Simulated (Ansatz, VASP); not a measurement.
# Cross-check of Si (twisted silicene bilayer, 27.80 deg) between VASP and Ansatz

One calculation is typed for both programs; each brings its own data sets. How far apart do they land? The cell is taken from a series of runs on this material, whose earlier steps may have relaxed, scaled, displaced or heated it; both programs get it as it stands.

Program: Ansatz 0.2.0. Level of theory: plane waves, with VASP 6.6.1 beside it; single point at PBE with D3(BJ). Results are calculated unless marked as measured.

**1. Starting point**

The cell holds 156 atoms: 156 Si. Its edges and angles: a = 24.106 Å, b = 24.106 Å, c = 20.140 Å, α = 90.0°, β = 90.0°, γ = 120.0°. It derives from Si (silicene). As first built, before any earlier steps moved the atoms (in the runner's words): silicene (a = 3.86 A) under silicene (a = 3.86 A), bilayer, commensurate cell of 39 unit cells a layer, twist 27.80 deg; facing atoms 3.26 A apart;; flat layers, displaced by a Gaussian of 0.01 A. Vacuum lies along c.

**2. VASP: single point, PBE with D3(BJ)**

A single point gives forces, pressure and levels at one fixed geometry, so differences don't come from the geometry; what else differs is listed under the comparison.

Lines of VASP's logs that name or quote its potential files are left out, and so is its time.

Input file INCAR:

```
SYSTEM = Si
PREC = Accurate
ENCUT = 400
EDIFF = 1E-06
NELM = 120
ISMEAR = -1
SIGMA = 0.025
LREAL = Auto
ALGO = Normal
GGA = PE
IVDW = 12
NBANDS = 421
LORBIT = 11
LWAVE = .FALSE.
LCHARG = .FALSE.
ISIF = 2
LASPH = .TRUE.
GGA_COMPAT = .FALSE.
```

Input file POSCAR:

```
Si
1.0
   24.1057000000      0.0000000000      0.0000000000
  -12.0528500000     20.8761500000      0.0000000000
    0.0000000000      0.0000000000     20.1400000000
Si
156
Direct
    0.1022200000      0.6919500000      0.4190400000
    0.1285800000      0.6155400000      0.3967700000
    0.1540100000      0.8721400000      0.4197100000
    0.1803700000      0.7953400000      0.3973400000
    0.2055000000      0.0516100000      0.4188800000
    0.2301100000      0.9741100000      0.3974000000
    0.0766100000      0.1014900000      0.4187100000
    0.1024500000      0.0251600000      0.3972800000
    0.1277700000      0.2811600000      0.4194200000
    0.1531200000      0.2050300000      0.3976200000
    0.1785900000      0.4612900000      0.4194300000
    0.2055100000      0.3842900000      0.3970900000
    0.2310500000      0.6416200000      0.4195100000
    0.2561400000      0.5643000000      0.3970000000
    0.2813900000      0.8202200000      0.4189200000
    0.3078800000      0.7440000000      0.3972900000
    0.3324500000      0.9995600000      0.4188700000
    0.3597300000      0.9233400000      0.3966600000
    0.2562600000      0.2304700000      0.4201200000
    0.2814200000      0.1533000000      0.3976900000
    0.3082600000      0.4103900000      0.4197500000
    0.3338000000      0.3334500000      0.3976300000
    0.3584300000      0.5894700000      0.4193900000
    0.3843300000      0.5125100000      0.3975300000
    0.4106200000      0.7696300000      0.4193600000
    0.4358400000      0.6922400000      0.3970300000
    0.4616000000      0.9492600000      0.4194600000
    0.4870600000      0.8712100000      0.3975700000
    0.3843100000      0.1787900000      0.4190800000
    0.4098500000      0.1020300000      0.3983700000
[... 120 atom lines left out ...]
    0.8715300000      0.1535200000      0.6026500000
    0.8469000000      0.0517900000      0.5808000000
    0.0007100000      0.3339800000      0.6031200000
    0.9745400000      0.2313400000      0.5801800000
    0.0508000000      0.2042700000      0.6028100000
    0.0250800000      0.1025100000      0.5812400000
```

Input file KPOINTS:

```
Automatic mesh
0
Gamma
1 1 1
0 0 0
```

Potentials, in the order of the species: Si (PBE family, release 64).

The run is started by

```bash
$ export OMP_NUM_THREADS=3
$ mpirun -np 1 vasp_gam
```

Numbers of over 12 decimals in the logs are rounded to 6 here.

The log of the run:

```text
[banner, memory and clock lines left out]
running    1 mpi-ranks, on    1 nodes
[...]
Offloading initialized ...    1 GPUs detected
[...]
LDA part: xc-table for (Slater+PW92), standard interpolation
 POSCAR, INCAR and KPOINTS ok, starting setup
[...]
entering main loop
       N       E                     dE             d eps       ncg     rms          rms(c)
DAV:   1     0.404579730538E+04    0.40458E+04   -0.18534E+05   858   0.914E+02
DAV:   2    -0.265216338899E+03   -0.43110E+04   -0.41637E+04  1284   0.186E+02
DAV:   3    -0.747260575982E+03   -0.48204E+03   -0.47519E+03   980   0.659E+01
DAV:   4    -0.767622761883E+03   -0.20362E+02   -0.20183E+02  1180   0.156E+01
[...]
DAV:  29    -0.747656860668E+03   -0.33695E-05   -0.85911E-08   540   0.250E-04    0.168E-04
DAV:  30    -0.747656861823E+03   -0.11551E-05   -0.44471E-08   516   0.165E-04    0.987E-05
DAV:  31    -0.747656862046E+03   -0.22326E-06   -0.89798E-09   508   0.106E-04
   1 F= -.79007197E+03 E0= -.78995528E+03  d E =-.233371E+00
```

From OUTCAR (step 2):

```text
  FREE ENERGIE OF THE ION-ELECTRON SYSTEM (eV)
  ---------------------------------------------------
  free  energy   TOTEN  =      -790.0719700792 eV

  energy  without entropy=     -789.8385994666  energy(sigma->0) =     -789.95528477
```

Dispersion corrections of this kind ignore metallic screening and tend to overbind metals.

**3. Ansatz: single point, PBE with D3(BJ)**

Ansatz runs on its default PAW (the set named soft_2) files.

The same cell, functional, mesh and smearing now go to Ansatz, which takes its cutoff from its data sets.

Input file input.yaml:

```yaml
crystal:
  lattice:
    - [24.1057, 0.0, 0.0]
    - [-12.05285, 20.87615, 0.0]
    - [0.0, 0.0, 20.14]
  atoms:
    - { symbol: Si, position: [0.10222, 0.69195, 0.41904] }
    - { symbol: Si, position: [0.12858, 0.61554, 0.39677] }
    - { symbol: Si, position: [0.15401, 0.87214, 0.41971] }
    - { symbol: Si, position: [0.18037, 0.79534, 0.39734] }
    - { symbol: Si, position: [0.2055, 0.05161, 0.41888] }
    - { symbol: Si, position: [0.23011, 0.97411, 0.3974] }
    - { symbol: Si, position: [0.07661, 0.10149, 0.41871] }
    - { symbol: Si, position: [0.10245, 0.02516, 0.39728] }
    - { symbol: Si, position: [0.12777, 0.28116, 0.41942] }
    - { symbol: Si, position: [0.15312, 0.20503, 0.39762] }
    - { symbol: Si, position: [0.17859, 0.46129, 0.41943] }
    - { symbol: Si, position: [0.20551, 0.38429, 0.39709] }
    - { symbol: Si, position: [0.23105, 0.64162, 0.41951] }
    - { symbol: Si, position: [0.25614, 0.5643, 0.397] }
    - { symbol: Si, position: [0.28139, 0.82022, 0.41892] }
    - { symbol: Si, position: [0.30788, 0.744, 0.39729] }
    - { symbol: Si, position: [0.33245, 0.99956, 0.41887] }
    - { symbol: Si, position: [0.35973, 0.92334, 0.39666] }
    - { symbol: Si, position: [0.25626, 0.23047, 0.42012] }
    - { symbol: Si, position: [0.28142, 0.1533, 0.39769] }
    - { symbol: Si, position: [0.30826, 0.41039, 0.41975] }
    - { symbol: Si, position: [0.3338, 0.33345, 0.39763] }
    - { symbol: Si, position: [0.35843, 0.58947, 0.41939] }
    - { symbol: Si, position: [0.38433, 0.51251, 0.39753] }
    - { symbol: Si, position: [0.41062, 0.76963, 0.41936] }
    - { symbol: Si, position: [0.43584, 0.69224, 0.39703] }
    - { symbol: Si, position: [0.4616, 0.94926, 0.41946] }
    - { symbol: Si, position: [0.48706, 0.87121, 0.39757] }
    - { symbol: Si, position: [0.38431, 0.17879, 0.41908] }
    - { symbol: Si, position: [0.40985, 0.10203, 0.39837] }
[... 120 atom lines left out ...]
    - { symbol: Si, position: [0.87153, 0.15352, 0.60265] }
    - { symbol: Si, position: [0.8469, 0.05179, 0.5808] }
    - { symbol: Si, position: [0.00071, 0.33398, 0.60312] }
    - { symbol: Si, position: [0.97454, 0.23134, 0.58018] }
    - { symbol: Si, position: [0.0508, 0.20427, 0.60281] }
    - { symbol: Si, position: [0.02508, 0.10251, 0.58124] }
kpoints:
  mp_grid: { grid: [1, 1, 1] }
hamiltonian:
  xc: pbe
  dispersion: d3bj
scf:
  occupations: { method: fermi_dirac, width: 0.025 }
output:
  forces: true
  populations: true
  dos:
    method: { smearing: { sigma: 0.15 } }
    de: 0.1
    projected:
      site_lists:
        Si: [Si]
        layer_1: [0, 1, 2, 3, 4, 5, 6, 7, 8, 9, 10, 11, 12, 13, 14, 15, 16, 17, 18, 19, 20, 21, 22, 23, 24, 25, 26, 27, 28, 29, 30, 31, 32, 33, 34, 35, 36, 37, 38, 39, 40, 41, 42, 43, 44, 45, 46, 47, 48, 49, 50, 51, 52, 53, 54, 55, 56, 57, 58, 59, 60, 61, 62, 63, 64, 65, 66, 67, 68, 69, 70, 71, 72, 73, 74, 75, 76, 77]
        layer_2: [78, 79, 80, 81, 82, 83, 84, 85, 86, 87, 88, 89, 90, 91, 92, 93, 94, 95, 96, 97, 98, 99, 100, 101, 102, 103, 104, 105, 106, 107, 108, 109, 110, 111, 112, 113, 114, 115, 116, 117, 118, 119, 120, 121, 122, 123, 124, 125, 126, 127, 128, 129, 130, 131, 132, 133, 134, 135, 136, 137, 138, 139, 140, 141, 142, 143, 144, 145, 146, 147, 148, 149, 150, 151, 152, 153, 154, 155]
  eigenvalues: true
```

The run is started by

```bash
$ ansatz run input.yaml --threads 32 --pin off --max-ram 92160MiB --backend cuda --events-out ev --progress --plain --runs-dir out --max-vram 78GiB
```

The log of the run:

```text
Engine: ansatz 0.2.0, aarch64-unknown-linux-gnu
Pseudopotentials: kind: paw
Pseudopotential: Si, paw, valence charge 4, recommended cutoff 420 eV (normal), Si.paw.azcp
Functional definition: PBE
  parameter kappa = 0.804
  parameter beta = 0.066725
  exchange = pbe_x(kappa = kappa, mu = beta*pi^2/3)
  correlation = pbe_c(beta = beta)
device memory: the entry about to start is reckoned to put 17.6 GiB on a device that reports 176.5 GiB free (of which the cap on the GPU budget leaves the run 78.0 GiB)
GPU FFT provider: cuFFT
GPU libraries: cuBLAS 13.8.1, cuFFT 12.4.0, cuSOLVER 12.3.2
GPU matrix products: emulated (plane waves: as basis.precision tells), large ones in fixed point in workspaces of 1.00 GiB
Crystal: 156 atoms, lattice volume = 10135.137 Å³
Basis set: ecut = 420 eV, 198235 PW (Γ), exchange–correlation on 324×324×270 points (8 copies of the dense FFT grid, shifted against one another)
Bands: 468, of which v1, the nominal top of the filled ones, is band 312 counted from 1 (311 counted from 0)
Symmetry: 1 space group operations
Space group: P1 (ITA 1), of the structure as read, at distance tolerance 2.2e-4 Å
k-points: 1
Non-local potential: Si, projectors of the file, l = 0: 2, l = 1: 2, l = 2: 2
PAW form: soft (Blöchl's): semilocal exchange-correlation on the pseudo side does not see the compensation charge
PAW one-centre angular grid: Si, 110 points (default); XC on 64 Gauss nodes
Initial density: superposition of atomic densities (neutral atoms: chi_scale 0, normalization atom), corrected by the library's trained network
Initial wavefunctions: pseudopotential atomic-orbital guess
GPU buffer pool allocated for 3542940 grid points (all kernels)
GPU transforms: local potential and band sums: pruned to the plane-wave sphere, on 162×162×135
Functional: x = pbe(κ = 0.804, μ = 0.219515), c = pbe(β = 0.066725)
SCF iter   1: F=—  HF=-99130.241017 eV  |F-HF|=—  |Δ(HF+E_count)|=         —  Δρ=1.89e-3  dr2=1.04e0  ethr=1.77e-3  ⟨swp⟩=8.0  Hψ=2580  notcnv=0  defer=48
preconditioner: auto → LDOS  [metal: Δε(μ)=0.061 eV  Ē_g=7.046 eV  σ=0.025 eV  W_gap=0.49  n_scr=898 (ndim 8)  ℏωp=9.2 eV  f_vac=0.572  D(μ)=97.16/eV (n_scr^D=392)  β→1.0]
SCF iter   2: F=—  HF=-99130.209946 eV  |F-HF|=—  |Δ(HF+E_count)|=   3.11e-2  Δρ=8.41e-4  dr2=1.60e-1  ethr=1.67e-4  ⟨swp⟩=4.0  Hψ=886  notcnv=0  defer=136
SCF iter   3: F=—  HF=-99130.204225 eV  |F-HF|=—  |Δ(HF+E_count)|=   5.72e-3  Δρ=4.44e-4  dr2=7.57e-2  ethr=2.56e-5  ⟨swp⟩=4.0  Hψ=897  notcnv=0  defer=136
SCF iter   4: F=—  HF=-99130.192655 eV  |F-HF|=—  |Δ(HF+E_count)|=   1.16e-2  Δρ=2.29e-4  dr2=2.06e-2  ethr=1.21e-5  ⟨swp⟩=3.0  Hψ=775  notcnv=0  defer=136
SCF iter   5: F=—  HF=-99130.187597 eV  |F-HF|=—  |Δ(HF+E_count)|=   5.06e-3  Δρ=8.69e-5  dr2=3.46e-3  ethr=3.30e-6  ⟨swp⟩=3.0  Hψ=629  notcnv=0  defer=136
SCF iter   6: F=—  HF=-99130.196486 eV  |F-HF|=—  |Δ(HF+E_count)|=   8.89e-3  Δρ=3.08e-5  dr2=4.58e-4  ethr=5.55e-7  ⟨swp⟩=2.0  Hψ=460  notcnv=0  defer=136
SCF iter   7: F=—  HF=-99130.196480 eV  |F-HF|=—  |Δ(HF+E_count)|=   5.75e-6  Δρ=1.32e-5  dr2=7.83e-5  ethr=7.35e-8  ⟨swp⟩=2.0  Hψ=565  notcnv=0  defer=136
SCF iter   8: F=—  HF=-99130.194737 eV  |F-HF|=—  |Δ(HF+E_count)|=   1.74e-3  Δρ=5.88e-6  dr2=1.44e-5  ethr=1.25e-8  ⟨swp⟩=3.0  Hψ=785  notcnv=0  defer=136
SCF iter   9: F=—  HF=-99130.194738 eV  |F-HF|=—  |Δ(HF+E_count)|=   6.68e-7  Δρ=2.95e-6  dr2=2.78e-6  ethr=2.30e-9  ⟨swp⟩=2.0  Hψ=464  notcnv=0  defer=136
SCF iter  10: F=—  HF=-99130.194738 eV  |F-HF|=—  |Δ(HF+E_count)|=   3.83e-7  Δρ=1.49e-6  dr2=8.65e-7  ethr=4.45e-10  ⟨swp⟩=2.0  Hψ=471  notcnv=0  defer=136
SCF iter  11: F=—  HF=-99130.194738 eV  |F-HF|=—  |Δ(HF+E_count)|=   6.36e-8  Δρ=7.29e-7  dr2=1.69e-7  ethr=1.39e-10  ⟨swp⟩=2.0  Hψ=565  notcnv=0  defer=136
SCF iter  12: F=-99130.194738 eV  HF=-99130.194738 eV  |F-HF|=9.60e-10  |Δ(HF+E_count)|=   6.43e-8  Δρ=3.51e-7  dr2=4.64e-8  ethr=1.60e-11  ⟨swp⟩=19.0  Hψ=3612  notcnv=0
SCF 1 converged in 12 iterations: F = -99130.194738 eV  dr2 = 4.64e-8
  greatest PAW one-centre occupation: 0.652 electrons in one spin orbital (limit 2), on the Si atom at site 152 (counted from 0), in its partial waves of l = 0
SCF converged after 12 iterations
Free energy (F): -99130.194738 eV
Harris-Foulkes:  -99130.194738 eV  (|F-HF|=9.60e-10)
Internal energy: -99129.961496 eV  (E = F + TS)
E sigma→0 (E₀):  -99130.078117 eV
Entropy (-TS):   -0.233242 eV (-1.495 meV/atom)
Fermi energy:    -1.364378 eV
--- Per-component energies (eV) ---
  E_band       = -3885.728086
  E_kinetic    = 6093.091858
  E_local      = -109689.108254  (includes V_loc(G=0)·N_el)
  E_nonlocal   = 4079.557032
  E_hartree    = 51558.448690
  E_xc         = -8484.113380
  E_vxc        = -7116.592467  (∫ρ·V_xc dr)
  E_paw        = -79977.646001  (= ΣΔE_a)
  E_vpaw       = -369.566209  (= ΣTr[D̂ρ^β])
  E_aug_tail   = 0.000996  (compensation charges beyond the density's cutoff)
  E_ewald      = 37332.227363
  E_disp       = -42.419800  (pairwise vdW)
  E_smearing   = -0.233242  (= −TS)
  E_closure    = 0.000000  (closes the sum)
  Σ components = -99130.194738   (vs F -99130.194738, Δ=0.00e0)
--- Forces (eV/Å), atoms counted from 1 ---
[... 156 lines of forces left out ...]
  max |Σ_I F_I| component: 2.25e-5 eV/Å
--- Band table (eV) ---
--- Löwdin populations: 156 sites ---
  site symbol       q [e]
[... 156 lines, one an atom, left out ...]
  spilling = 0.012382 (of n_electrons = 624.000000)
```

**4. Comparison**

Known differences besides the potentials themselves: the cutoff is 420 eV in Ansatz and 400 eV in VASP (PREC = Accurate, projectors in real space). Total energies have different zeros and are not compared.

Forces on 10 of the 156 atoms, those with the largest forces and the largest differences (eV/Å; atoms numbered as in POSCAR):

```csv
atom,"Ansatz x, y, z","VASP x, y, z"
Si21,"-0.285, -0.034, 0.335","-0.283, -0.033, 0.327"
Si71,"0.420, -0.293, 0.453","0.419, -0.292, 0.447"
Si76,"0.194, -0.092, -0.094","0.194, -0.092, -0.087"
Si89,"0.567, -0.390, 0.121","0.565, -0.389, 0.116"
Si94,"0.168, -0.579, -0.547","0.166, -0.577, -0.541"
Si117,"0.382, 0.206, 0.074","0.381, 0.206, 0.067"
Si127,"-0.679, -0.041, 0.078","-0.678, -0.041, 0.073"
Si130,"0.322, 0.436, -0.434","0.322, 0.435, -0.429"
Si132,"0.353, 0.153, -0.589","0.351, 0.153, -0.584"
Si146,"-0.557, 0.133, -0.551","-0.555, 0.134, -0.546"
```

The forces differ by 3.3 meV/Å r.m.s., which is 1.3 % of the r.m.s. force of 0.262 eV/Å (both taken over all components). With vacuum in the cell, a pressure given here is an average over mostly empty space and none of the material.

**5. Summary of results**

| Property | Result |
| --- | --- |
| r.m.s. force difference (single point, PBE with D3(BJ)) | 1.3 % of the r.m.s. force |

The r.m.s. force difference is 1.3 % of the r.m.s. force (single point, PBE with D3(BJ)), within the 3 % picked in this series as the mark of a large difference. How closely two codes agree says nothing of how well the functional describes the real material.

[Lines on the potential files, build, host, timing and source positions are cut from VASP's logs without a mark.]

[Logs are printed without paths, hosts, clocks, repeated set-up lines and the standing remarks that a program may print on its own settings, such as how far it seeks lower states.]

[Hosts, paths, dates, database ids (printed as entryN), source tags and the programs' standing remarks are cut or masked in the printed files.]
